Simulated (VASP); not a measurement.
A VASP calculation is set up with these files.

INCAR:
```
LWAVE = .FALSE.
ALGO = Normal   # blocked Davidson
LASPH = .TRUE.   # aspherical one-centre terms
LCHARG = .FALSE.
ENCUT = 400
NSW = 60   # most ionic steps
NELM = 100   # most electronic steps
SIGMA = 0.1
EDIFF = 1E-6   # SCF stop (eV)
ISMEAR = 1   # Methfessel-Paxton
IBRION = 2
LMAXMIX = 4   # l cut-off of mixed one-centre charges
GGA = PE   # PBE
EDIFFG = -0.01   # ionic stop
ISIF = 3
SYSTEM = Tl
PREC = Accurate
LREAL = .FALSE.   # projection in real space or not
```

KPOINTS:
```
Automatic mesh
0
Gamma
11 11 6
0 0 0
```

### POSCAR
```
Tl
1.0
  1.7857390323  -3.0929908459   0.0000000000
  1.7857390323   3.0929908459   0.0000000000
  0.0000000000   0.0000000000   5.6353517366
Tl
2
Cartesian
  1.7857390323   1.0309990106   1.4088379341
  1.7857390323  -1.0309990106   4.2265138024
```

POTCAR, in this order: Tl_d (PBE.64 set). Program: vasp_std.

### Question
Write an equivalent input for Ansatz.

### Answer
One equivalent input (not run):
Ansatz 0.2 input:
```yaml
crystal:
  lattice:
    - [1.7857390, -3.0929908, 0.0000000]
    - [1.7857390, 3.0929908, 0.0000000]
    - [0.0000000, 0.0000000, 5.6353517]
  atoms:
    - { symbol: Tl, position: [0.3333330, 0.6666670, 0.2500000] }
    - { symbol: Tl, position: [0.6666670, 0.3333330, 0.7500000] }
kpoints:
  mp_grid: { grid: [11, 11, 6] }
hamiltonian:
  xc: pbe
  pseudopotentials: { kind: paw }
scf:
  occupations: { method: methfessel_paxton, width: 0.1 }
  max_iter: 100
relax:
  max_steps: 60
  f_tol: 0.01
  cell: {}
output: { forces: true, stress: true, eigenvalues: true }
```
What does not carry over: each code has its own PAW files, so the cut-off isn't converted (ENCUT is set for VASP's; basis.ecutwfc is left out, and Ansatz then takes the one that its files recommend); Ansatz stops its SCF on the density residual and VASP on the energy change (EDIFF).

The compound is Tl in the hcp structure. This run relaxes it. Symmetry was kept, so distortions that lower it aren't found. The start is the result of an earlier pass.
